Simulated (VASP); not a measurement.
The system is HfZrSe3.

```
Zr Hf Se
1.0
     2.59780    1.49984    5.62588
    -2.59780    1.49984    5.62588
     0.00000   -2.99968    5.62588
Zr Hf Se
1 1 3
Direct
  0.50000 0.50000 0.50000
  0.00000 0.00000 0.00000
  0.00000 0.00000 0.50000
  0.50000 0.00000 0.00000
  0.00000 0.50000 0.00000
```

The cell was built by a generator and needn't be a form met in nature.

```yaml
Program: VASP 6.6.1
Task: relaxation of cell and atoms
Functional: PBE
Potentials_or_basis: VASP PAW PBE potentials, release 64 (Zr_sv, Hf_pv, Se)
Cutoff: 520 eV
k_mesh: 3 × 3 × 3
Occupations: gaussian, width 0.15 eV
Spin: no spin polarisation
```

At the start: pressure 11.1 GPa; volume 26.30 Å³/atom.

Task: Where does the relaxation end?

Result: Over 15 steps the energy falls by 1052.3 meV/atom and the volume is 26.03 Å³/atom (-1.0 %); space group R-3m (No. 166, to 0.05 Å).

Step by step:
| step | energy change (eV) | largest force (eV/Å) | pressure (GPa) | volume (Å³) |
| --- | --- | --- | --- | --- |
| 1 | 0.0000 | 0.0000 | 11.09 | 131.52 |
| 2 | -2.0445 | 0.0000 | -10.05 | 165.39 |
| 3 | -2.2472 | 0.0000 | -7.06 | 154.91 |
| 4 | -3.8421 | 0.0000 | -5.24 | 135.51 |
| 5 | -4.1860 | 0.0000 | -2.53 | 128.41 |
| 6 | -4.2571 | 0.0000 | 9.11 | 113.88 |
| 7 | -4.3613 | 0.0000 | 1.89 | 121.40 |
| 8 | -4.4487 | 0.0000 | 3.87 | 119.05 |
| 9 | -4.7556 | 0.0000 | 2.08 | 123.56 |
| 10 | -5.1679 | 0.0000 | -1.27 | 132.46 |
| 11 | -5.2371 | 0.0000 | -0.87 | 131.66 |
| 12 | -5.2450 | 0.0000 | -1.00 | 132.01 |
| 13 | -5.2558 | 0.0000 | 1.01 | 128.66 |
| 14 | -5.2593 | 0.0000 | 0.40 | 129.68 |
| 15 | -5.2615 | 0.0000 | 0.18 | 130.15 |

Final structure:
```
Zr Hf Se
1.0
     3.53584    2.04142    3.00509
    -3.53584    2.04142    3.00509
     0.00000   -4.08283    3.00509
Zr Hf Se
1 1 3
Direct
  0.50000 0.50000 0.50000
  0.00000 0.00000 0.00000
  0.00000 0.00000 0.50000
  0.50000 0.00000 0.00000
  0.00000 0.50000 0.00000
```

Caveat: the k mesh is coarse (spacing up to 0.48 Å⁻¹), so the values aren't converged.
